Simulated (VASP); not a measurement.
## NaSrLiS2 with PBE: from relaxation to properties

Wanted: the relaxed cell of NaSrLiS2 and its properties. The steps: rough relaxation of the start cell, relaxing cell and atoms (PBE), single point with fields (PBE), bands along the symmetry lines (PBE), density of states (PBE), bands along the symmetry lines (HSE06), dielectric tensor and Born charges (PBE), elastic constants (PBE) and elastic tensor by finite strains (PBE). The cell is invented: it takes the structure of a Materials Project entry for NaLiCdS2 (space group 156 there), with some of its atoms replaced by other elements, volume scaled by an estimate. It may not be a known or stable phase. Left out of this account: at least 1 further run (vcrelax: its dispersion library returned no energy). The atoms of the start are displaced at random from the sites of a P3m1 cell.

Program: VASP 6.6.1. Level of theory: PBE; plane waves and PAW (Sr_sv, S, Na_pv, Li_sv), in the first sound run; inputs show where later runs differ. Results are calculated unless marked as measured.

## (1) Starting point

Before any relaxation, the start is as follows. Symmetry: P1, No. 1, triclinic system. Conventional cell: a = 4.216 Å, b = 4.216 Å, c = 7.141 Å, α = 90.00°, β = 90.00°, γ = 120.00°. Nearest to Sr lie 4 S at 2.56 to 2.63 Å. Nearest to S lie 3 Sr at 2.61 to 2.63 Å and 1 Li at 2.96 Å and 3 Na at 3.10 to 3.11 Å. Nearest to S lie 3 Li at 2.48 to 2.52 Å and 1 Sr at 2.56 Å and 3 Na at 2.95 to 2.97 Å. Nearest to Na lie 6 S at 2.95 to 3.11 Å. Nearest to Li lie 4 S at 2.48 to 2.96 Å. It derives from NaLiCdS2. It takes the structure of a Materials Project entry for NaLiCdS2 (space group 156 there), with some of its atoms replaced by other elements, volume scaled by an estimate. Farther neighbours and most contacts between anions are not listed.

As a file:

```xyz
5
Lattice="4.2156 0.0000 0.0000 -2.1078 3.6508 0.0000 0.0000 0.0000 7.1407" Properties=species:S:1:pos:R:3 pbc="T T T"
Sr    0.0040   -0.0045    2.7194
S     2.1071    1.2034    1.7453
S     0.0084    0.0053    5.2749
Na   -0.0011    2.4302    6.9550
Li    2.1028    1.2015    4.7090
```

## (2) Rough relaxation of the start cell

The start is only an estimate, so a cheap relaxation brings it near a minimum before any careful run. PBE, the usual starting point, adds the gradient of the density.

Input file INCAR:

```
SYSTEM = NaSrLiS2
PREC = Normal
ENCUT = 650
EDIFF = 1E-05
NELM = 60
ISMEAR = 0
SIGMA = 0.05
LREAL = .FALSE.
ALGO = Fast
GGA = PE
NBANDS = 22
LORBIT = 11
LWAVE = .FALSE.
LCHARG = .FALSE.
KPAR = 2
IBRION = 2
NSW = 40
ISIF = 3
EDIFFG = -0.04
```

Input file POSCAR:

```
NaSrLiS2
1.0
    4.2155560000      0.0000000000      0.0000000000
   -2.1077780000      3.6507780000      0.0000000000
    0.0000000000      0.0000000000      7.1406780000
Sr S Na Li
1 2 1 1
Direct
    0.0003360000     -0.0012190000      0.3808380000
    0.6646690000      0.3296360000      0.2444200000
    0.0027080000      0.0014420000      0.7387060000
    0.3325860000      0.6656790000      0.9739960000
    0.6633820000      0.3291100000      0.6594680000
```

Input file KPOINTS:

```
Automatic mesh
0
Gamma
5 5 3
0 0 0
```

Potentials, in the order of the species: Sr_sv, S, Na_pv and Li_sv (PBE family, release 64).

Launch:

```bash
$ mpirun -np 2 vasp_std
```

The program printed:

```text
[banner, memory and clock lines left out]
running    2 mpi-ranks, on    1 nodes
 distrk:  each k-point on    1 cores,    2 groups
 distr:  one band on    1 cores,    1 groups

 POSCAR found type information on POSCAR SrS NaLi
 POSCAR found :  4 types and       5 ions
 LDA part: xc-table for (Slater+PW92), standard interpolation
 POSCAR, INCAR and KPOINTS ok, starting setup
 FFT: planning ... GRIDC
 FFT: planning ... GRID_SOFT
 FFT: planning ... GRID
 WAVECAR not read
 entering main loop
       N       E                     dE             d eps       ncg     rms          rms(c)
DAV:   1     0.281920343917E+03    0.28192E+03   -0.16757E+04  1672   0.167E+03
DAV:   2     0.124688467529E+02   -0.26945E+03   -0.25311E+03  1744   0.391E+02
DAV:   3    -0.183835318666E+02   -0.30852E+02   -0.30291E+02  2738   0.111E+02
DAV:   4    -0.206216915148E+02   -0.22382E+01   -0.22204E+01  2736   0.257E+01
DAV:   5    -0.207879248537E+02   -0.16623E+00   -0.16621E+00  2556   0.514E+00    0.317E+01
RMM:   6    -0.194383205423E+02    0.13496E+01   -0.22737E+00  1771   0.568E+00    0.193E+01
RMM:   7    -0.194410100010E+02   -0.26895E-02   -0.32029E+00  2075   0.623E+00    0.268E+00
RMM:   8    -0.193407877390E+02    0.10022E+00   -0.41168E-01  1900   0.333E+00    0.733E-01
RMM:   9    -0.193435155781E+02   -0.27278E-02   -0.36826E-02  2316   0.150E+00    0.333E-01
RMM:  10    -0.193453457446E+02   -0.18302E-02   -0.15661E-02  2537   0.887E-01    0.930E-02
RMM:  11    -0.193465275030E+02   -0.11818E-02   -0.10329E-02  2558   0.675E-01    0.111E-01
RMM:  12    -0.193469990961E+02   -0.47159E-03   -0.55835E-03  2451   0.543E-01    0.640E-02
RMM:  13    -0.193474652086E+02   -0.46611E-03   -0.52261E-03  2293   0.476E-01    0.336E-02
RMM:  14    -0.193478291936E+02   -0.36399E-03   -0.40473E-03  2216   0.435E-01    0.170E-02
RMM:  15    -0.193481813156E+02   -0.35212E-03   -0.38321E-03  2126   0.404E-01    0.280E-02
RMM:  16    -0.193484656719E+02   -0.28436E-03   -0.31403E-03  2097   0.379E-01    0.256E-02
RMM:  17    -0.193487344887E+02   -0.26882E-03   -0.29947E-03  2018   0.357E-01    0.345E-02
RMM:  18    -0.193489567051E+02   -0.22222E-03   -0.24920E-03  1999   0.340E-01    0.391E-02
RMM:  19    -0.193491754948E+02   -0.21879E-03   -0.24392E-03  1947   0.323E-01    0.441E-02
RMM:  20    -0.193493522474E+02   -0.17675E-03   -0.20275E-03  1922   0.308E-01    0.460E-02
RMM:  21    -0.193495283688E+02   -0.17612E-03   -0.20002E-03  1878   0.293E-01    0.501E-02
RMM:  22    -0.193496736138E+02   -0.14524E-03   -0.16756E-03  1831   0.281E-01    0.532E-02
RMM:  23    -0.193498210074E+02   -0.14739E-03   -0.16834E-03  1822   0.269E-01    0.579E-02
RMM:  24    -0.193499402166E+02   -0.11921E-03   -0.13994E-03  1757   0.257E-01    0.609E-02
RMM:  25    -0.193500597459E+02   -0.11953E-03   -0.13910E-03  1735   0.247E-01    0.650E-02
RMM:  26    -0.193501620373E+02   -0.10229E-03   -0.12060E-03  1734   0.238E-01    0.686E-02
RMM:  27    -0.193502619092E+02   -0.99872E-04   -0.11778E-03  1706   0.229E-01    0.724E-02
RMM:  28    -0.193503457828E+02   -0.83874E-04   -0.10045E-03  1689   0.221E-01    0.754E-02
RMM:  29    -0.193504298837E+02   -0.84101E-04   -0.10005E-03  1707   0.213E-01    0.789E-02
RMM:  30    -0.193505054958E+02   -0.75612E-04   -0.88763E-04  1785   0.206E-01    0.838E-02
RMM:  31    -0.193505799760E+02   -0.74480E-04   -0.86205E-04  1794   0.200E-01    0.905E-02
RMM:  32    -0.193506417349E+02   -0.61759E-04   -0.76243E-04  1728   0.193E-01    0.927E-02
RMM:  33    -0.193507011838E+02   -0.59449E-04   -0.74233E-04  1658   0.186E-01    0.944E-02
RMM:  34    -0.193507546164E+02   -0.53433E-04   -0.66890E-04  1652   0.181E-01    0.964E-02
RMM:  35    -0.193508051063E+02   -0.50490E-04   -0.63299E-04  1625   0.175E-01    0.986E-02
RMM:  36    -0.193508510702E+02   -0.45964E-04   -0.57742E-04  1642   0.170E-01    0.101E-01
WARNING in EDDRMM: call to ZHEGV failed, returncode =   8  4      6
RMM:  37    -0.193508943941E+02   -0.43324E-04   -0.55159E-04  1629   0.165E-01    0.103E-01
RMM:  38    -0.193509328133E+02   -0.38419E-04   -0.50040E-04  1604   0.160E-01    0.105E-01
RMM:  39    -0.193509693466E+02   -0.36533E-04   -0.47618E-04  1615   0.156E-01    0.107E-01
RMM:  40    -0.193510030827E+02   -0.33736E-04   -0.44359E-04  1614   0.152E-01    0.109E-01
RMM:  41    -0.193510338258E+02   -0.30743E-04   -0.40999E-04  1586   0.147E-01    0.111E-01
RMM:  42    -0.193510629029E+02   -0.29077E-04   -0.38912E-04  1611   0.144E-01    0.112E-01
RMM:  43    -0.193510891189E+02   -0.26216E-04   -0.35740E-04  1591   0.140E-01    0.114E-01
RMM:  44    -0.193511142467E+02   -0.25128E-04   -0.34230E-04  1601   0.137E-01    0.116E-01
RMM:  45    -0.193511372659E+02   -0.23019E-04   -0.31852E-04  1570   0.133E-01    0.117E-01
WARNING in EDDRMM: call to ZHEGV failed, returncode =   6  3      7
RMM:  46    -0.193511581292E+02   -0.20863E-04   -0.29636E-04  1586   0.131E-01    0.119E-01
RMM:  47    -0.193511758733E+02   -0.17744E-04   -0.26292E-04  1565   0.127E-01    0.120E-01
RMM:  48    -0.193511909661E+02   -0.15093E-04   -0.23459E-04  1572   0.125E-01    0.121E-01
RMM:  49    -0.193512059569E+02   -0.14991E-04   -0.23067E-04  1567   0.123E-01    0.123E-01
RMM:  50    -0.193512176709E+02   -0.11714E-04   -0.19631E-04  1556   0.120E-01    0.124E-01
RMM:  51    -0.193512297685E+02   -0.12098E-04   -0.19904E-04  1562   0.118E-01    0.125E-01
RMM:  52    -0.193512404783E+02   -0.10710E-04   -0.17221E-04  1650   0.117E-01    0.127E-01
RMM:  53    -0.193512499047E+02   -0.94264E-05   -0.17525E-04  1547   0.114E-01    0.128E-01
WARNING in EDDRMM: call to ZHEGV failed, returncode =   6  3      7
RMM:  54    -0.193512560922E+02   -0.61875E-05   -0.14756E-04  1534   0.113E-01    0.128E-01
RMM:  55    -0.193512630458E+02   -0.69537E-05   -0.15325E-04  1535   0.111E-01    0.127E-01
RMM:  56    -0.193512847605E+02   -0.21715E-04   -0.14873E-04  1870   0.113E-01    0.140E-01
RMM:  57    -0.193512872112E+02   -0.24506E-05   -0.12291E-04  1581   0.109E-01    0.140E-01
RMM:  58    -0.193512919965E+02   -0.47853E-05   -0.12332E-04  1636   0.108E-01    0.142E-01
RMM:  59    -0.193512965534E+02   -0.45569E-05   -0.11282E-04  1609   0.106E-01    0.145E-01
RMM:  60    -0.193513004248E+02   -0.38714E-05   -0.11660E-04  1561   0.105E-01
|                                                                             |
|           W    W    AA    RRRRR   N    N  II  N    N   GGGG   !!!           |
|           W    W   A  A   R    R  NN   N  II  NN   N  G    G  !!!           |
|           W    W  A    A  R    R  N N  N  II  N N  N  G       !!!           |
|           W WW W  AAAAAA  RRRRR   N  N N  II  N  N N  G  GGG   !            |
[...]
1 F= -.19351300E+02 E0= -.19351300E+02  d E =-.193513E+02
 curvature:   0.00 expect dE= 0.000E+00 dE for cont linesearch  0.000E+00
 trial: gam= 0.00000 g(F)=  0.300E+00 g(S)=  0.106E+01 ort = 0.000E+00 (trialstep = 0.100E+01)
 search vector abs. value=  0.136E+01
 bond charge predicted
       N       E                     dE             d eps       ncg     rms          rms(c)
DAV:   1    -0.237674014803E+02   -0.44161E+01   -0.12495E+02  1942   0.105E+02    0.180E+01
RMM:   2    -0.206484801605E+02    0.31189E+01   -0.73371E+00  1873   0.206E+01    0.919E+00
RMM:   3    -0.200996942399E+02    0.54879E+00   -0.29670E+00  2095   0.117E+01    0.809E+00
RMM:   4    -0.199303581503E+02    0.16934E+00   -0.45679E-01  2231   0.564E+00    0.289E+00
RMM:   5    -0.199184103482E+02    0.11948E-01   -0.28661E-01  2262   0.371E+00    0.597E-01
RMM:   6    -0.199222323097E+02   -0.38220E-02   -0.75870E-02  2636   0.226E+00    0.487E-01
RMM:   7    -0.199266401480E+02   -0.44078E-02   -0.46115E-02  2626   0.141E+00    0.381E-01
RMM:   8    -0.199281868525E+02   -0.15467E-02   -0.18672E-02  2745   0.110E+00    0.186E-01
RMM:   9    -0.199298571334E+02   -0.16703E-02   -0.17026E-02  2689   0.887E-01    0.149E-01
RMM:  10    -0.199310199967E+02   -0.11629E-02   -0.11763E-02  2677   0.803E-01    0.161E-01
RMM:  11    -0.199320584744E+02   -0.10385E-02   -0.10763E-02  2663   0.712E-01    0.172E-01
RMM:  12    -0.199328421403E+02   -0.78367E-03   -0.78007E-03  2630   0.655E-01    0.208E-01
RMM:  13    -0.199333783317E+02   -0.53619E-03   -0.71784E-03  2618   0.602E-01    0.948E-02
RMM:  14    -0.199338579007E+02   -0.47957E-03   -0.56600E-03  2614   0.556E-01    0.468E-02
RMM:  15    -0.199343518603E+02   -0.49396E-03   -0.54917E-03  2588   0.516E-01    0.397E-02
RMM:  16    -0.199347378083E+02   -0.38595E-03   -0.44395E-03  2584   0.484E-01    0.297E-02
RMM:  17    -0.199351301817E+02   -0.39237E-03   -0.44245E-03  2533   0.455E-01    0.288E-02
RMM:  18    -0.199354436191E+02   -0.31344E-03   -0.36312E-03  2532   0.431E-01    0.257E-02
RMM:  19    -0.199357643348E+02   -0.32072E-03   -0.36666E-03  2449   0.406E-01    0.259E-02
RMM:  20    -0.199360246569E+02   -0.26032E-03   -0.30440E-03  2430   0.387E-01    0.253E-02
RMM:  21    -0.199362914344E+02   -0.26678E-03   -0.30937E-03  2365   0.368E-01    0.226E-02
RMM:  22    -0.199365108401E+02   -0.21941E-03   -0.25809E-03  2336   0.352E-01    0.197E-02
RMM:  23    -0.199367361508E+02   -0.22531E-03   -0.26472E-03  2297   0.336E-01    0.223E-02
RMM:  24    -0.199369236362E+02   -0.18749E-03   -0.22165E-03  2273   0.330E-01    0.154E-02
RMM:  25    -0.199371205978E+02   -0.19696E-03   -0.23205E-03  2242   0.312E-01    0.887E-03
RMM:  26    -0.199372788113E+02   -0.15821E-03   -0.18894E-03  2139   0.300E-01    0.718E-03
RMM:  27    -0.199374508089E+02   -0.17200E-03   -0.20185E-03  2086   0.287E-01    0.962E-03
RMM:  28    -0.199375864545E+02   -0.13565E-03   -0.16368E-03  2021   0.277E-01    0.100E-02
RMM:  29    -0.199377356358E+02   -0.14918E-03   -0.17655E-03  2011   0.267E-01    0.121E-02
RMM:  30    -0.199378580141E+02   -0.12238E-03   -0.14788E-03  1978   0.258E-01    0.118E-02
[...]
RMM:  49    -0.199392274469E+02   -0.42477E-04   -0.53190E-04  1736   0.152E-01    0.374E-02
RMM:  50    -0.199392588796E+02   -0.31433E-04   -0.41481E-04  1730   0.149E-01    0.378E-02
RMM:  51    -0.199392968616E+02   -0.37982E-04   -0.47554E-04  1740   0.145E-01    0.393E-02
RMM:  52    -0.199393248205E+02   -0.27959E-04   -0.37181E-04  1711   0.142E-01    0.398E-02
RMM:  53    -0.199393582691E+02   -0.33449E-04   -0.42303E-04  1710   0.139E-01    0.411E-02
RMM:  54    -0.199393833148E+02   -0.25046E-04   -0.33356E-04  1719   0.137E-01    0.415E-02
RMM:  55    -0.199394127726E+02   -0.29458E-04   -0.37650E-04  1683   0.133E-01    0.427E-02
RMM:  56    -0.199394354270E+02   -0.22654E-04   -0.30372E-04  1727   0.131E-01    0.434E-02
RMM:  57    -0.199394618808E+02   -0.26454E-04   -0.33685E-04  1699   0.128E-01    0.452E-02
RMM:  58    -0.199394819493E+02   -0.20068E-04   -0.27281E-04  1697   0.126E-01    0.461E-02
RMM:  59    -0.199395060177E+02   -0.24068E-04   -0.31073E-04  1677   0.123E-01    0.471E-02
RMM:  60    -0.199395236194E+02   -0.17602E-04   -0.24259E-04  1701   0.121E-01
|                                                                             |
|           W    W    AA    RRRRR   N    N  II  N    N   GGGG   !!!           |
|           W    W   A  A   R    R  NN   N  II  NN   N  G    G  !!!           |
|           W    W  A    A  R    R  N N  N  II  N N  N  G       !!!           |
|           W WW W  AAAAAA  RRRRR   N  N N  II  N  N N  G  GGG   !            |
|           WW  WW  A    A  R   R   N   NN  II  N   NN  G    G                |
|           W    W  A    A  R    R  N    N  II  N    N   GGGG   !!!           |
|                                                                             |
|     The electronic self-consistency was not achieved in the given           |
|     number of steps (NELM). The forces and other quantities evaluated       |
|     might not be reliable so examine the results carefully. If you find     |
|     spurious results, we suggest increasing NELM, if you were close to      |
|     convergence or switching to a different ALGO or adjusting the           |
|     density mixing parameters otherwise.                                    |
|                                                                             |

   2 F= -.19939524E+02 E0= -.19939524E+02  d E =-.588223E+00
[... from here on, the cycles between the ionic steps are left out ...]
   3 F= -.19940661E+02 E0= -.19940661E+02  d E =-.589361E+00
   4 F= -.19973081E+02 E0= -.19973081E+02  d E =-.324200E-01
   5 F= -.20003189E+02 E0= -.20003189E+02  d E =-.625283E-01
   6 F= -.20021862E+02 E0= -.20021862E+02  d E =-.186725E-01
   7 F= -.20067199E+02 E0= -.20067199E+02  d E =-.640102E-01
   8 F= -.20113774E+02 E0= -.20113774E+02  d E =-.110585E+00
[...]
WARNING in EDDRMM: call to ZHEGV failed, returncode =   6  3      6
   9 F= -.20117637E+02 E0= -.20117637E+02  d E =-.114448E+00
[...]
WARNING in EDDRMM: call to ZHEGV failed, returncode =   6  3      6
  10 F= -.20145104E+02 E0= -.20145104E+02  d E =-.274675E-01
  11 F= -.20177777E+02 E0= -.20177777E+02  d E =-.601404E-01
  12 F= -.20179262E+02 E0= -.20179262E+02  d E =-.616249E-01
[...]
WARNING in EDDRMM: call to ZHEGV failed, returncode =   8  4      5
  13 F= -.20202297E+02 E0= -.20202297E+02  d E =-.230350E-01
  14 F= -.20210075E+02 E0= -.20210075E+02  d E =-.308131E-01
  15 F= -.20210376E+02 E0= -.20210376E+02  d E =-.311144E-01
  16 F= -.20219487E+02 E0= -.20219487E+02  d E =-.911090E-02
  17 F= -.20222674E+02 E0= -.20222674E+02  d E =-.122979E-01
  18 F= -.20227063E+02 E0= -.20227063E+02  d E =-.438859E-02
[...]
WARNING in EDDRMM: call to ZHEGV failed, returncode =   6  3     10
  19 F= -.20227665E+02 E0= -.20227665E+02  d E =-.499129E-02
  20 F= -.20227715E+02 E0= -.20227715E+02  d E =-.504051E-02
 curvature:  -2.01 expect dE=-0.545E-03 dE for cont linesearch -0.251E-06
 trial: gam= 0.09690 g(F)=  0.222E-03 g(S)=  0.492E-04 ort =-0.244E-04 (trialstep = 0.211E+01)
 search vector abs. value=  0.311E-03
 bond charge predicted
       N       E                     dE             d eps       ncg     rms          rms(c)
DAV:   1    -0.202284269686E+02   -0.71558E-03   -0.10434E-01  2040   0.209E+00    0.239E-01
RMM:   2    -0.202282470125E+02    0.17996E-03   -0.25052E-03  1889   0.355E-01    0.111E-01
RMM:   3    -0.202281595962E+02    0.87416E-04   -0.64694E-04  2281   0.189E-01    0.462E-02
RMM:   4    -0.202281522764E+02    0.73197E-05   -0.16215E-04  2342   0.106E-01    0.221E-02
RMM:   5    -0.202281559239E+02   -0.36475E-05   -0.67700E-05  1991   0.613E-02
  21 F= -.20228156E+02 E0= -.20228156E+02  d E =-.441394E-03
 trial-energy change:   -0.000441  1 .order   -0.000414   -0.000569   -0.000259
 step:   3.8826(harm=  3.8826)  dis= 0.00500  next Energy=   -20.228236 (dE=-0.522E-03)
 reached required accuracy - stopping structural energy minimisation
```

It took 8.2 min on 2 MPI ranks of Intel Xeon 6975P-C (Granite Rapids), shared host; peak memory 0.57 GiB.

Lines that name or quote the potential files are left out of all logs, and their timing lines are given in words.

(Part 1 of 7 ends here.)

[Lines on the potential files, build, host, timing and source positions are cut from VASP's logs without a mark.]

[Logs are printed without paths, hosts, clocks, repeated set-up lines and the standing remarks that a program may print on its own settings, such as how far it seeks lower states.]

[Hosts, paths, dates, database ids (printed as entryN), source tags and the programs' standing remarks are cut or masked in the printed files.]

[A measured line is paired with the nearest computed mode of its activity, which favours agreement.]

[In band tables of VASP the shares of atoms and orbitals are scaled to a sum of 1 inside the atoms' spheres.]
